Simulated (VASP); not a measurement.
Output of a VASP run:

OSZICAR:
```
...
DAV:   1     0.796611208403E+02    0.79661E+02   -0.90785E+03  2389   0.333E+03
DAV:   2    -0.226542768078E+01   -0.81927E+02   -0.79070E+02  2339   0.469E+02
DAV:   3    -0.935440425805E+01   -0.70890E+01   -0.69957E+01  2604   0.857E+01
DAV:   4    -0.946699354049E+01   -0.11259E+00   -0.11245E+00  2541   0.112E+01
DAV:   5    -0.946884916023E+01   -0.18556E-02   -0.18556E-02  2633   0.163E+00    0.392E+00
DAV:   6    -0.941406082738E+01    0.54788E-01   -0.35199E-02  2847   0.458E+00    0.217E+00
DAV:   7    -0.938812533743E+01    0.25935E-01   -0.21355E-02  2723   0.251E+00    0.152E-01
DAV:   8    -0.938741263952E+01    0.71270E-03   -0.14536E-03  2739   0.916E-01    0.825E-02
DAV:   9    -0.938739628753E+01    0.16352E-04   -0.65144E-05  2700   0.162E-01    0.129E-02
DAV:  10    -0.938739490076E+01    0.13868E-05   -0.44404E-06  2319   0.540E-02    0.270E-03
DAV:  11    -0.938739483992E+01    0.60837E-07   -0.20715E-07  1417   0.537E-03
   1 F= -.19547104E+01 E0= -.19548053E+01  d E =-.195471E+01
       N       E                     dE             d eps       ncg     rms          rms(c)
DAV:   1    -0.133815995971E+02   -0.39942E+01   -0.60344E+01  2769   0.169E+02    0.150E+01
DAV:   2    -0.920519703650E+01    0.41764E+01   -0.68521E+00  2632   0.136E+02    0.684E+00
DAV:   3    -0.803821472208E+01    0.11670E+01   -0.92903E-01  3155   0.287E+01    0.211E+00
DAV:   4    -0.791660263464E+01    0.12161E+00   -0.78419E-02  2294   0.374E+00    0.764E-01
DAV:   5    -0.791529918458E+01    0.13035E-02   -0.73350E-03  2789   0.235E+00    0.238E-01
DAV:   6    -0.791480850154E+01    0.49068E-03   -0.62560E-04  3169   0.422E-01    0.303E-02
DAV:   7    -0.791476109006E+01    0.47411E-04   -0.85631E-05  2894   0.248E-01    0.150E-02
DAV:   8    -0.791476109390E+01   -0.38381E-08   -0.35318E-06  2535   0.280E-02
   2 F= -.17352573E+01 E0= -.17352505E+01  d E =0.219453E+00
       N       E                     dE             d eps       ncg     rms          rms(c)
DAV:   1    -0.112305356056E+02   -0.33158E+01   -0.35834E+01  2774   0.198E+02    0.863E+00
DAV:   2    -0.959685442564E+01    0.16337E+01   -0.21132E+00  2640   0.369E+01    0.450E+00
DAV:   3    -0.905459996843E+01    0.54225E+00   -0.89547E-01  2626   0.229E+01    0.730E-01
DAV:   4    -0.902099752788E+01    0.33602E-01   -0.60649E-02  2652   0.596E+00    0.311E-01
DAV:   5    -0.901859169644E+01    0.24058E-02   -0.17577E-03  2399   0.577E-01    0.142E-01
DAV:   6    -0.901848859575E+01    0.10310E-03   -0.42471E-04  2744   0.489E-01    0.338E-02
DAV:   7    -0.901849232221E+01   -0.37265E-05   -0.27008E-05  2770   0.128E-01    0.135E-02
DAV:   8    -0.901848648683E+01    0.58354E-05   -0.45860E-06  2064   0.482E-02    0.151E-03
DAV:   9    -0.901848654539E+01   -0.58559E-07   -0.12774E-07  1232   0.559E-03
   3 F= -.20363925E+01 E0= -.20366064E+01  d E =-.816820E-01
       N       E                     dE             d eps       ncg     rms          rms(c)
DAV:   1    -0.900365207888E+01    0.14834E-01   -0.10779E-02  2769   0.279E+00    0.167E-01
DAV:   2    -0.900306927292E+01    0.58281E-03   -0.76188E-04  2634   0.822E-01    0.836E-02
DAV:   3    -0.900288503451E+01    0.18424E-03   -0.24681E-04  2743   0.413E-01    0.183E-02
DAV:   4    -0.900287264410E+01    0.12390E-04   -0.16458E-05  2639   0.938E-02    0.681E-03
DAV:   5    -0.900287260694E+01    0.37161E-07   -0.41044E-07  1247   0.970E-03
   4 F= -.20365310E+01 E0= -.20367602E+01  d E =-.818206E-01
```

**OUTCAR**
```
------------------------ aborting loop because EDIFF is reached ----------------------------------------
  FORCE on cell =-STRESS in cart. coord.  units (eV):
  Direction    XX          YY          ZZ          XY          YZ          ZX
  --------------------------------------------------------------------------------------
  Total        6.9629984      6.9629984      6.9629984      0.0000000      0.0000000      0.0000000
  in kB      449.7840389    449.7840389    449.7840389      0.0000000      0.0000000      0.0000000
  external PRESSURE =      -0.2159611 kB  Pullay stress =     450.0000000 kB
  volume of cell :       24.80
      direct lattice vectors                 reciprocal lattice vectors
     2.916313970  0.000000000  0.000000000     0.342898608 -0.000000000 -0.000000000
     0.000000000  2.916313970  0.000000000    -0.000000000  0.342898608 -0.000000000
     0.000000000  0.000000000  2.916313970    -0.000000000 -0.000000000  0.342898608
 POSITION                                       TOTAL-FORCE (eV/Angst)
 -----------------------------------------------------------------------------------
      0.00000      0.00000      0.00000        -0.000000      0.000000      0.000000
      1.45816      1.45816      1.45816         0.000000     -0.000000      0.000000
 -----------------------------------------------------------------------------------
    total drift:                                0.000000     -0.000000     -0.000000
  FREE ENERGIE OF THE ION-ELECTRON SYSTEM (eV)
  ---------------------------------------------------
  free  energy   TOTEN  =        -9.0028726069 eV

  energy  without entropy=       -9.0035602817  energy(sigma->0) =       -9.00310183
  enthalpy is  TOTEN    =        -2.0365310115 eV   P V=        6.9663415954

 reached required accuracy - stopping structural energy minimisation
```
(Selected blocks of OUTCAR.)

POSCAR:
```
SiGe
1
    2.9799884950     0.0000000000    -0.0000000000
   -0.0000000000     2.9799884950    -0.0000000000
    0.0000000000    -0.0000000000     2.9799884950
Si Ge
1 1
Direct
  0.0000000000   0.0000000000   0.0000000000
  0.5000000000   0.5000000000   0.5000000000
```

### Question
Write an INCAR and KPOINTS that could have produced this output.

### Answer
This is not unique; one that fits is the input of the run itself, PBEsol GGA, plane waves, VASP's PBE PAW potentials (set 64).

INCAR:
```
! general
SYSTEM =SiGe
PREC   =Accurate
ENCUT  =500
LREAL  =.FALSE.
LASPH  =.TRUE.

! electronic loop
EDIFF  =1E-6
NELM   =100
ALGO   =Normal
LMAXMIX=4

! smearing
ISMEAR =1
SIGMA  =0.1

! functional
GGA    =PS

! ions
IBRION =2
NSW    =40
ISIF   =3
EDIFFG =-0.02
PSTRESS=450

! output
LWAVE  =.FALSE.
LCHARG =.FALSE.
```

### KPOINTS
```
Automatic mesh
0
Gamma
12 12 12
0 0 0
```

POTCAR, in this order: Si Ge_d (PBE.64 set). Program: vasp_std.

Energy and stress use the plane-wave basis of the starting cell.

The structure was generated: SiGe was put into the CsCl type type (Pm-3m), which need not be its known phase. This run relaxes it under an external pressure of 45 GPa. Symmetry was kept, so distortions that lower it aren't found. VASP warned that the highest band is occupied, so more bands are needed.
